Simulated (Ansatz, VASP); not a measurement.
This is a calculation of NaSb2Au for Ansatz 0.2.0.

The input input.yaml:

```yaml
crystal:
  lattice:
    - [4.3573, 0.0, 0.0]
    - [-2.17865, 3.77354, 0.0]
    - [0.0, 0.0, 6.81847]
  atoms:
    - { symbol: Na, position: [0.0, 0.0, 0.5] }
    - { symbol: Sb, position: [0.66667, 0.33333, 0.81632] }
    - { symbol: Sb, position: [0.33333, 0.66667, 0.18368] }
    - { symbol: Au, position: [0.0, 0.0, 0.0] }
hamiltonian:
  xc: { exchange: pbe, correlation: pbe, exx: { coeff: 0.05, omega: 0.2 } }
  pseudopotentials: { kind: paw }
kpoints:
  mp_grid: { grid: [4, 4, 2] }
scf:
  occupations: { method: fermi_dirac, width: 0.05 }
output:
  forces: true
  stress: true
  eigenvalues: true
```

Potentials or basis: Ansatz PAW.

The run is started by

```sh
$ ansatz run input.yaml --threads 2 --pin off --max-ram 5632MiB --backend cpu --events-out ev --progress --plain --runs-dir out
```

Q: Translate it to VASP 6.6.1. Potentials there: VASP PAW PBE potentials, release 64 (Na_pv, Sb, Au).

A: As run (the cutoff follows the program's own potentials):

The input POSCAR:

```
NaSb2Au
1.0
    4.3573000000      0.0000000000      0.0000000000
   -2.1786500000      3.7735400000      0.0000000000
    0.0000000000      0.0000000000      6.8184700000
Na Sb Au
1 2 1
Direct
    0.0000000000      0.0000000000      0.5000000000
    0.6666700000      0.3333300000      0.8163200000
    0.3333300000      0.6666700000      0.1836800000
    0.0000000000      0.0000000000      0.0000000000
```

File INCAR.step1:

```
PREC     = Accurate       # precision mode
ENCUT    = 520            # plane-wave cutoff, eV
EDIFF    = 1E-5           # SCF threshold, eV
ISMEAR   = -1             # smearing method
SIGMA    = 0.05           # smearing width, eV
LREAL    = False          # projectors in reciprocal space
LASPH    = True           # aspherical terms in the spheres
NELM     = 80             # most SCF steps
ALGO     = Normal         # electronic algorithm
ISIF     = 2              # what is computed and relaxed
LWAVE    = True           # write WAVECAR
LCHARG   = False          # write CHGCAR
NBANDS   = 22             # bands
GGA      = PE             # functional
```

The input INCAR.step2:

```
PREC     = Accurate       # precision mode
ENCUT    = 520            # plane-wave cutoff, eV
EDIFF    = 1E-6           # SCF threshold, eV
ISMEAR   = -1             # smearing method
SIGMA    = 0.05           # smearing width, eV
LREAL    = False          # projectors in reciprocal space
LASPH    = True           # aspherical terms in the spheres
NELM     = 80             # most SCF steps
ALGO     = Normal         # electronic algorithm
ISIF     = 2              # what is computed and relaxed
LWAVE    = False          # write WAVECAR
LCHARG   = False          # write CHGCAR
GGA      = PE             # functional
LHFCALC  = True           # exact exchange
HFSCREEN = 0.2            # screening, 1/A
AEXX     = 0.05           # exact-exchange fraction
PRECFOCK = Fast         
NBANDS   = 22             # bands
ISTART   = 1
```

KPOINTS

```
regular mesh
0
Gamma
  4 4 2
```

Potentials or basis: VASP PAW PBE potentials, release 64 (Na_pv, Sb, Au).

Run with:

```bash
$ cat potpaw_PBE.64/Na_pv/POTCAR potpaw_PBE.64/Sb/POTCAR potpaw_PBE.64/Au/POTCAR > POTCAR
$ cp INCAR.step1 INCAR
$ mpirun -np 1 vasp_std > vasp.out
$ cp INCAR.step2 INCAR
$ mpirun -np 1 vasp_std > vasp.out
```

Both were run:

|  | VASP | Ansatz | Ansatz less VASP |
| --- | --- | --- | --- |
| gap on the k mesh at the Fermi level (eV) | none | none | - |
| pressure (GPa) | -0.2 | 0.0 | +0.16 |
| largest component of the traceless stress (GPa) | 0.74 | 0.73 | -0.017 |
| rms of the force components (eV/Å) | 0.006 | 0.007 | +0.0008 |

Atom by atom the forces differ by 0.013 eV/Å (rms over components). A gap of «none» marks a metal or a gap that the smearing closes. The two sets of potentials don't hold the same shells in valence.

Caveats: the k mesh is coarse (spacing up to 0.46 Å⁻¹), so the values aren't converged, least of all with exact exchange; the PAW data sets were made with another functional, which shifts forces and pressure a little (VASP); the PAW data sets come from PBE, with cores solved anew for the run's functional, which leaves a small shift of forces and pressure (Ansatz); the thresholds are loose for stress (Ansatz). Spin-orbit coupling is left out, which matters for the levels of Au, Sb.
